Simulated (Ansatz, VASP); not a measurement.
# AgHgBr3 in two plane-wave programs

Aim: how closely do two programs agree when they are given the same cell, functional and k mesh? The cell is invented: As first built, before any earlier steps moved the atoms (in the runner's words): it takes the CsHgBr3 structure with some of its atoms replaced by other elements, volume scaled by an estimate. It may not be a known or stable phase. The cell is taken from a series of runs on this material, whose earlier steps may have relaxed, scaled, displaced or heated it; both programs get it as it stands. Valence electrons are named where the data sets of a main pair hold unlike numbers.

Calculated with Ansatz 0.2.0; plane waves, with VASP 6.6.1 beside it; zone-centre phonons at PBEsol with D3(BJ).

## 1. Set-up

Symmetry: Pm-3m, No. 221, cubic system. The conventional cell has a = 5.362 Å, b = 5.362 Å, c = 5.362 Å, α = 90.00°, β = 90.00°, γ = 90.00°. Nearest to Hg lie 6 Br at 2.68 Å. Ag has 12 Br at 3.79 Å nearest. Br has 2 Hg at 2.68 Å nearest. As first built, before any earlier steps moved the atoms (in the runner's words): sites of the CsHgBr3 structure (space group 221) filled with other elements, volume scaled by an estimate. Farther neighbours and most contacts between anions are not listed.

## 2. VASP: zone-centre phonons, PBEsol with D3(BJ)

Second derivatives magnify differences that forces hide, and they need a tight electronic threshold.

Lines of VASP's logs that name or quote its potential files are left out, and so is its time.

Contents of INCAR:

```
SYSTEM = AgHgBr3
PREC = Accurate
ENCUT = 400
EDIFF = 1E-08
NELM = 100
ISMEAR = 1
SIGMA = 0.2
LREAL = .FALSE.
ALGO = Normal
GGA = PS
IVDW = 12
NBANDS = 28
LASPH = .TRUE.
LORBIT = 11
LWAVE = .FALSE.
LCHARG = .FALSE.
KPAR = 2
ISIF = 2
IBRION = 6
NFREE = 2
POTIM = 0.015
NSW = 1
```

Contents of POSCAR:

```
AgHgBr3
1.0
    5.3618733194      0.0000000000      0.0000000000
    0.0000000000      5.3618733194      0.0000000000
    0.0000000000      0.0000000000      5.3618733194
Hg Ag Br
1 1 3
Direct
    0.5000000000      0.5000000000      0.5000000000
    0.0000000000      0.0000000000      0.0000000000
    0.0000000000      0.5000000000      0.5000000000
    0.5000000000      0.0000000000      0.5000000000
    0.5000000000      0.5000000000      0.0000000000
```

Contents of KPOINTS:

```
Automatic mesh
0
Gamma
6 6 6
0 0 0
```

The projector-augmented-wave data sets are Hg, Ag and Br (PBE family, release 64).

Command:

```sh
> mpirun -np 2 vasp_std
```

Numbers of over 12 decimals in the logs are rounded to 6 here.

The log of the run:

```text
[banner, memory and clock lines left out]
running    2 mpi-ranks, on    1 nodes
 distrk:  each k-point on    1 cores,    2 groups
 distr:  one band on    1 cores,    1 groups

 POSCAR found type information on POSCAR HgAgBr
 POSCAR found :  3 types and       5 ions
|                                                                             |
|               ----> ADVICE to this user running VASP <----                  |
|                                                                             |
|     You enforced a specific xc type in the INCAR file but a different       |
|     [... a line on the potential file left out ...]
|     I HOPE YOU KNOW WHAT YOU ARE DOING!                                     |
|                                                                             |

 LDA part: xc-table for (Slater+PW92), standard interpolation
 POSCAR, INCAR and KPOINTS ok, starting setup
 FFT: planning ... GRIDC
 FFT: planning ... GRID_SOFT
 FFT: planning ... GRID
 WAVECAR not read
 entering main loop
       N       E                     dE             d eps       ncg     rms          rms(c)
DAV:   1     0.267442228472E+03    0.26744E+03   -0.17204E+04  1128   0.111E+03
DAV:   2     0.814669436424E+01   -0.25930E+03   -0.25161E+03  1408   0.267E+02
DAV:   3    -0.990061492253E+01   -0.18047E+02   -0.17908E+02  1312   0.692E+01
DAV:   4    -0.101176753405E+02   -0.21706E+00   -0.21683E+00  1332   0.819E+00
DAV:   5    -0.101198437137E+02   -0.21684E-02   -0.21682E-02  1292   0.825E-01    0.124E+01
DAV:   6    -0.917059165836E+01    0.94925E+00   -0.15635E+00  1300   0.160E+01    0.907E+00
DAV:   7    -0.909939930359E+01    0.71192E-01   -0.12412E+00  1220   0.714E+00    0.335E+00
DAV:   8    -0.908317537718E+01    0.16224E-01   -0.25027E-01  1228   0.471E+00    0.637E-01
DAV:   9    -0.907986372397E+01    0.33117E-02   -0.25835E-02  1264   0.180E+00    0.241E-01
DAV:  10    -0.908010580842E+01   -0.24208E-03   -0.27132E-03  1240   0.315E-01    0.927E-02
DAV:  11    -0.908027565512E+01   -0.16985E-03   -0.19833E-03  1316   0.411E-01    0.882E-02
DAV:  12    -0.908013611104E+01    0.13954E-03   -0.58600E-04  1280   0.214E-01    0.269E-02
DAV:  13    -0.908013848440E+01   -0.23734E-05   -0.37025E-05  1212   0.359E-02    0.947E-03
DAV:  14    -0.908013795999E+01    0.52441E-06   -0.25443E-06  1284   0.154E-02    0.441E-03
DAV:  15    -0.908013811567E+01   -0.15568E-06   -0.41600E-07  1224   0.560E-03    0.186E-03
DAV:  16    -0.908013813426E+01   -0.18584E-07   -0.89984E-08  1204   0.288E-03    0.143E-03
DAV:  17    -0.908013813596E+01   -0.16998E-08   -0.13240E-08   712   0.978E-04
   1 F= -.10303498E+02 E0= -.10302158E+02  d E =-.402004E-02
[... from here on, the cycles between the ionic steps are left out ...]
   2 F= -.10302871E+02 E0= -.10301525E+02  d E =-.403685E-02
   3 F= -.10302871E+02 E0= -.10301525E+02  d E =-.403682E-02
   4 F= -.10303609E+02 E0= -.10302268E+02  d E =-.402193E-02
   5 F= -.10303609E+02 E0= -.10302268E+02  d E =-.402192E-02
   6 F= -.10302473E+02 E0= -.10301130E+02  d E =-.402929E-02
   7 F= -.10302473E+02 E0= -.10301130E+02  d E =-.402920E-02
   8 F= -.10303556E+02 E0= -.10302214E+02  d E =-.402729E-02
 Finite differences progress:
  Degree of freedom:   4/  4
  Displacement:        1/  2
  Total:               7/  8
 bond charge predicted
       N       E                     dE             d eps       ncg     rms          rms(c)
DAV:   1    -0.907812478705E+01    0.20910E-02   -0.86198E-01  3596   0.341E+00    0.169E-01
DAV:   2    -0.908025677840E+01   -0.21320E-02   -0.22505E-02  4004   0.601E-01    0.850E-02
DAV:   3    -0.908023696674E+01    0.19812E-04   -0.17097E-04  4128   0.592E-02    0.597E-02
DAV:   4    -0.908021537610E+01    0.21591E-04   -0.14794E-04  4112   0.475E-02    0.169E-02
DAV:   5    -0.908021657434E+01   -0.11982E-05   -0.15119E-05  3852   0.145E-02    0.898E-03
DAV:   6    -0.908021582030E+01    0.75404E-06   -0.16578E-06  4040   0.588E-03    0.572E-03
DAV:   7    -0.908021576919E+01    0.51111E-07   -0.23514E-06  3856   0.598E-03    0.571E-03
DAV:   8    -0.908021576517E+01    0.40204E-08   -0.27360E-07  3864   0.209E-03    0.375E-03
DAV:   9    -0.908021576147E+01    0.37016E-08   -0.23331E-08  3536   0.638E-04
   9 F= -.10303556E+02 E0= -.10302214E+02  d E =-.402733E-02
 Finite differences progress:
  Degree of freedom:   4/  4
  Displacement:        2/  2
  Total:               8/  8
```

OUTCAR, selected parts (step 2):

```text
ion  position               nearest neighbor table
   1  0.500  0.500  0.500-   3 2.68   4 2.68   5 2.68   5 2.68   4 2.68   3 2.68
   2  0.000  0.000  0.000-
   3  0.000  0.500  0.500-   1 2.68   1 2.68
   4  0.500  0.000  0.500-   1 2.68   1 2.68
   5  0.500  0.500  0.000-   1 2.68   1 2.68

  LATTYP: Found a simple cubic cell.
 ALAT       =     5.3618733194

 Subroutine GETGRP returns: Found 48 space group operations
 (whereof 48 operations were pure point group operations)

The static configuration has the point symmetry O_h .

 Found     20 irreducible k-points:

   k-points           NKPTS =     20   k-points in BZ     NKDIM =     20   number of bands    NBANDS=     28

   dimension x,y,z NGX =    36 NGY =   36 NGZ =   36
   dimension x,y,z NGXF=    72 NGYF=   72 NGZF=   72

   ENCUT  =  400.0 eV  29.40 Ry    5.42 a.u.   8.74  8.74  8.74*2*pi/ulx,y,z

   NELECT =      44.0000    total number of electrons

 k-points in reciprocal lattice and weights: Automatic mesh
   0.00000000  0.00000000  0.00000000       0.005
   0.16666667  0.00000000  0.00000000       0.028
   0.33333333  0.00000000  0.00000000       0.028
   0.50000000  0.00000000  0.00000000       0.014
   0.16666667  0.16666667  0.00000000       0.056
   0.33333333  0.16666667  0.00000000       0.111
   0.50000000  0.16666667  0.00000000       0.056
   0.33333333  0.33333333  0.00000000       0.056
   0.50000000  0.33333333  0.00000000       0.056
[...]
0.50000000  0.50000000  0.33333333       0.028
   0.50000000  0.50000000  0.50000000       0.005

 Edisp (eV)   -1.22334

 average (electrostatic) potential at core
       1 -41.6064       2 -76.7763       3 -64.0731       4 -64.0730       5 -64.0731

 E-fermi :   1.0397

 k-point     1 :       0.0000    0.0000    0.0000
  band No.  band energies     occupation
    ...
     20      -0.5081      2.00000
     21      -0.5057      2.00000
     22      -0.5054      2.00000
     23      -0.4407      2.00000
     24       1.0532      0.88654
     25       7.5682      0.00000
     26       7.5694      0.00000
     27       7.9317      0.00000
     28       7.9319      0.00000

 k-point     2 :       0.1667    0.0000    0.0000
  band No.  band energies     occupation
    ...
     19      -0.6476      2.00000
     20      -0.6443      2.00000
     21      -0.5096      2.00000
     22      -0.5096      2.00000
     23       0.6304      2.01370
     24       1.4994     -0.00544
     25       6.6245      0.00000
     26       7.4790      0.00000
     27       7.4801      0.00000
     28       7.8882      0.00000

 k-point     3 :       0.3333    0.0000    0.0000
  band No.  band energies     occupation
    ...
     18      -0.7171      2.00000
     19      -0.7147      2.00000
     20      -0.6616      2.00000
     21      -0.4603      2.00000
     22      -0.4603      2.00000
     23       1.9199     -0.00000
     24       2.6672     -0.00000
     25       5.4494      0.00000
     26       7.0065      0.00000
     27       7.0069      0.00000
    ...

 Edisp (eV)   -1.22334

  Total      -0.11873    -0.11815    -0.11885     0.00000     0.00000     0.00000
  in kB      -1.23404    -1.22795    -1.23529     0.00000     0.00000     0.00000
[...]
POSITION                                       TOTAL-FORCE (eV/Angst)
 -----------------------------------------------------------------------------------
      2.68094      2.68094      2.68094         0.000000      0.010054      0.000000
      0.00000      0.00000      0.00000         0.000000      0.009182      0.000000
      0.00000      2.66594      2.68094         0.000000     -0.007733      0.000000
      2.68094      0.00000      2.68094         0.000000     -0.017234      0.000000
      2.68094      2.68094      0.00000         0.000000      0.005731      0.000000
 -----------------------------------------------------------------------------------
    total drift:                                0.000004      0.000110     -0.000001

  FREE ENERGIE OF THE ION-ELECTRON SYSTEM (eV)
  ---------------------------------------------------
  free  energy   TOTEN  =       -10.3035564250 eV

  energy  without entropy=      -10.2995290932  energy(sigma->0) =      -10.30221398

 Eigenvectors and eigenvalues of the dynamical matrix
 ----------------------------------------------------

   1 f  =    5.908089 THz    37.121621 2PiTHz  197.072651 cm-1    24.433884 meV
             X         Y         Z           dx          dy          dz
      2.680937  2.680937  2.680937    -0.010494   -0.424007    0.000000
      0.000000  0.000000  0.000000    -0.000261   -0.010564   -0.000000
      0.000000  2.680937  2.680937     0.022102   -0.104832    0.000000
      2.680937  0.000000  2.680937    -0.002595    0.893037    0.000000
      2.680937  2.680937  0.000000    -0.002595   -0.104832    0.000000

   2 f  =    5.908089 THz    37.121621 2PiTHz  197.072651 cm-1    24.433884 meV
             X         Y         Z           dx          dy          dz
      2.680937  2.680937  2.680937    -0.424007    0.010494   -0.000000
      0.000000  0.000000  0.000000    -0.010564    0.000261    0.000000
      0.000000  2.680937  2.680937     0.893037    0.002595   -0.000000
      2.680937  0.000000  2.680937    -0.104832   -0.022102    0.000000
      2.680937  2.680937  0.000000    -0.104832    0.002595   -0.000000

   3 f  =    5.908089 THz    37.121621 2PiTHz  197.072651 cm-1    24.433884 meV
             X         Y         Z           dx          dy          dz
      2.680937  2.680937  2.680937     0.000000    0.000000   -0.424136
      0.000000  0.000000  0.000000     0.000000    0.000000   -0.010567
      0.000000  2.680937  2.680937    -0.000000    0.000000   -0.104864
      2.680937  0.000000  2.680937     0.000000   -0.000000   -0.104864
      2.680937  2.680937  0.000000     0.000000    0.000000    0.893311

   4 f  =    1.058516 THz     6.650855 2PiTHz   35.308307 cm-1     4.377670 meV
             X         Y         Z           dx          dy          dz
      2.680937  2.680937  2.680937     0.644981   -0.155160   -0.120122
      0.000000  0.000000  0.000000    -0.412473    0.099226    0.076820
      0.000000  2.680937  2.680937     0.212910    0.090623    0.070159
      2.680937  0.000000  2.680937    -0.376709   -0.051219    0.070159
      2.680937  2.680937  0.000000    -0.376709    0.090623   -0.039653

   5 f  =    1.058516 THz     6.650855 2PiTHz   35.308307 cm-1     4.377670 meV
             X         Y         Z           dx          dy          dz
      2.680937  2.680937  2.680937    -0.157662   -0.655475    0.000119
      0.000000  0.000000  0.000000     0.100827    0.419184   -0.000076
      0.000000  2.680937  2.680937    -0.052045    0.382837   -0.000069
      2.680937  0.000000  2.680937     0.092084   -0.216374   -0.000069
      2.680937  2.680937  0.000000     0.092084    0.382837    0.000039

   6 f  =    1.058516 THz     6.650855 2PiTHz   35.308307 cm-1     4.377670 meV
             X         Y         Z           dx          dy          dz
      2.680937  2.680937  2.680937    -0.116819    0.027978   -0.663382
      0.000000  0.000000  0.000000     0.074707   -0.017893    0.424240
      0.000000  2.680937  2.680937    -0.038562   -0.016341    0.387456
      2.680937  0.000000  2.680937     0.068229    0.009236    0.387456
      2.680937  2.680937  0.000000     0.068229   -0.016341   -0.218984

   7 f  =    0.006680 THz     0.041972 2PiTHz    0.222821 cm-1     0.027626 meV
             X         Y         Z           dx          dy          dz
      2.680937  2.680937  2.680937    -0.405277    0.448224    0.004457
      0.000000  0.000000  0.000000    -0.299568    0.331314    0.003295
      0.000000  2.680937  2.680937    -0.255894    0.282306    0.002807
      2.680937  0.000000  2.680937    -0.255256    0.283011    0.002807
      2.680937  2.680937  0.000000    -0.255256    0.282306    0.002814

   8 f  =    0.006680 THz     0.041972 2PiTHz    0.222821 cm-1     0.027626 meV
             X         Y         Z           dx          dy          dz
      2.680937  2.680937  2.680937     0.369122    0.337130   -0.339508
      0.000000  0.000000  0.000000     0.272844    0.249196   -0.250954
      0.000000  2.680937  2.680937     0.233066    0.212335   -0.213833
      2.680937  0.000000  2.680937     0.232485    0.212866   -0.213833
      2.680937  2.680937  0.000000     0.232485    0.212335   -0.214367

   9 f  =    0.006680 THz     0.041972 2PiTHz    0.222821 cm-1     0.027626 meV
             X         Y         Z           dx          dy          dz
      2.680937  2.680937  2.680937    -0.254310   -0.224972   -0.499888
      0.000000  0.000000  0.000000    -0.187978   -0.166292   -0.369502
      0.000000  2.680937  2.680937    -0.160573   -0.141694   -0.314846
      2.680937  0.000000  2.680937    -0.160173   -0.142048   -0.314846
      2.680937  2.680937  0.000000    -0.160173   -0.141694   -0.315632

  10 f/i=    1.656655 THz    10.409072 2PiTHz   55.260069 cm-1     6.851372 meV
             X         Y         Z           dx          dy          dz
      2.680937  2.680937  2.680937    -0.000000    0.000000   -0.000000
      0.000000  0.000000  0.000000    -0.000000    0.000000    0.000000
      0.000000  2.680937  2.680937    -0.000000   -0.533214    0.228737
      2.680937  0.000000  2.680937     0.404181    0.000000   -0.228737
      2.680937  2.680937  0.000000    -0.404181    0.533214   -0.000000

  11 f/i=    1.656655 THz    10.409072 2PiTHz   55.260069 cm-1     6.851372 meV
             X         Y         Z           dx          dy          dz
      2.680937  2.680937  2.680937    -0.000000   -0.000000   -0.000000
      0.000000  0.000000  0.000000    -0.000000    0.000000    0.000000
      0.000000  2.680937  2.680937     0.000000   -0.163874    0.483140
      2.680937  0.000000  2.680937    -0.489613   -0.000000   -0.483140
      2.680937  2.680937  0.000000     0.489613    0.163874    0.000000

  12 f/i=    1.656655 THz    10.409072 2PiTHz   55.260069 cm-1     6.851372 meV
             X         Y         Z           dx          dy          dz
      2.680937  2.680937  2.680937    -0.000000    0.000000    0.000000
      0.000000  0.000000  0.000000    -0.000000    0.000000    0.000000
      0.000000  2.680937  2.680937     0.000000    0.434543    0.462877
      2.680937  0.000000  2.680937     0.311316   -0.000000   -0.462877
      2.680937  2.680937  0.000000    -0.311316   -0.434543   -0.000000

  13 f/i=    2.006213 THz    12.605408 2PiTHz   66.920060 cm-1     8.297026 meV
             X         Y         Z           dx          dy          dz
      2.680937  2.680937  2.680937     0.019722    0.006399   -0.000098
      0.000000  0.000000  0.000000     0.745617    0.241925   -0.003700
      0.000000  2.680937  2.680937    -0.078925   -0.134205    0.002052
      2.680937  0.000000  2.680937    -0.413623   -0.025608    0.002052
      2.680937  2.680937  0.000000    -0.413623   -0.134205    0.000392

  14 f/i=    2.006213 THz    12.605408 2PiTHz   66.920060 cm-1     8.297026 meV
             X         Y         Z           dx          dy          dz
      2.680937  2.680937  2.680937    -0.006399    0.019722    0.000014
      0.000000  0.000000  0.000000    -0.241925    0.745626    0.000548
      0.000000  2.680937  2.680937     0.025608   -0.413628   -0.000304
      2.680937  0.000000  2.680937     0.134205   -0.078926   -0.000304
      2.680937  2.680937  0.000000     0.134205   -0.413628   -0.000058

  15 f/i=    2.006213 THz    12.605408 2PiTHz   66.920060 cm-1     8.297026 meV
             X         Y         Z           dx          dy          dz
      2.680937  2.680937  2.680937     0.000098    0.000016    0.020734
      0.000000  0.000000  0.000000     0.003688    0.000621    0.783883
      0.000000  2.680937  2.680937    -0.000390   -0.000345   -0.434850
      2.680937  0.000000  2.680937    -0.002046   -0.000066   -0.434850
      2.680937  2.680937  0.000000    -0.002046   -0.000345   -0.082976

 ELASTIC MODULI CONTR FROM IONIC RELAXATION (kBar)
 Direction    XX          YY          ZZ          XY          YZ          ZX
 --------------------------------------------------------------------------------
 XX           0.0000      0.0000      0.0000      0.0000      0.0000      0.0000
 YY           0.0000      0.0000      0.0000      0.0000      0.0000      0.0000
 ZZ           0.0000      0.0000      0.0000      0.0000      0.0000      0.0000
 XY           0.0000      0.0000      0.0000      0.0000      0.0000      0.0000
 YZ           0.0000      0.0000      0.0000      0.0000      0.0000      0.0000
 ZX           0.0000      0.0000      0.0000      0.0000      0.0000      0.0000
 --------------------------------------------------------------------------------

 total charge
# of ion       s       p       d       tot
------------------------------------------
    1        0.663   0.372   9.424  10.460
    2        0.093   0.027   9.402   9.522
    3        1.615   3.181   0.020   4.816
    4        1.615   3.181   0.020   4.816
    5        1.615   3.181   0.020   4.816
--------------------------------------------------
tot          5.600   9.944  18.886  34.430

[... 3 further parts left out ...]
```

CONTCAR:

```
AgHgBr3
   1.00000000000000
     5.3618733193999999    0.0000000000000000    0.0000000000000000
     0.0000000000000000    5.3618733193999999    0.0000000000000000
     0.0000000000000000    0.0000000000000000    5.3618733193999999
  Hg              Ag              Br
     1     1     3
Direct
     0.5000000000000000    0.5000000000000000    0.5000000000000000
     0.0000000000000000    0.0000000000000000    0.0000000000000000
     0.0000000000000000    0.4972024702736396    0.5000000000000000
     0.5000000000000000    0.0000000000000000    0.5000000000000000
     0.5000000000000000    0.5000000000000000    0.0000000000000000
```

The last energy, forces, stress and levels in OUTCAR belong to the last displaced cell, not to the cell of POSCAR. The k-mesh is coarse for a metal. The PAW data sets were made with PBE, which is usual practice but a small mismatch for other functionals.

Levels, forces or a CONTCAR printed for this step are those of its last displaced cell, not of the structure at rest.

(Part 1 of 2 ends here.)

[Lines on the potential files, build, host, timing and source positions are cut from VASP's logs without a mark.]

[Logs are printed without paths, hosts, clocks, repeated set-up lines and the standing remarks that a program may print on its own settings, such as how far it seeks lower states.]

[Hosts, paths, dates, database ids (printed as entryN), source tags and the programs' standing remarks are cut or masked in the printed files.]
